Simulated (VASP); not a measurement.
Consider the following.

```
YP
1.0
   -1.89062     1.89062     6.40070
    1.89062    -1.89062     6.40070
    1.89062     1.89062    -6.40070
Y P
2 2
Cartesian
  0.00000   0.00000   9.60105
  0.00000   1.89062   0.00000
  0.00000   0.00000   2.12503
  0.00000   1.89062   5.32538
```

All values below come from PBE GGA, VASP's PBE PAW potentials (set 64) (plane waves; VASP). Settings: 300 eV cut-off, 6×6×6 Γ-centred mesh, Fermi-Dirac smearing of 0.10 eV, potentials Y_sv P.

At this cut-off the stress carries a Pulay error, which pulls relaxed volumes low.

Q: The ions, cell shape and volume are relaxed. Give the cell that the relaxation ends in.

A: 
```
YP
1.0
   -1.85050     1.85050     6.78820
    1.85050    -1.85050     6.78820
    1.85050     1.85050    -6.78820
Y P
2 2
Direct
  0.75126   0.75126   0.00000
  0.50126   0.00126   0.50000
  0.16474   0.16474   0.00000
  0.91474   0.41474   0.50000
```
Space group I4_1md (109), at a tolerance of 0.03 Å.

Q: How do energy and volume change from the first to the last step?

A: The energy (σ→0) changes by -29.1 meV/atom and the volume by +1.6 %, in 10 ionic steps.

The structure was generated: YP was put into an ordered model structure, which need not be its known phase. This run relaxes it. Symmetry was kept, so distortions that lower it aren't found. The run is one of a series of settings (EDIFFG = -0.01, IBRION = 2, ISIF = 3, NSW = 50 against the base run), some of them coarse on purpose.
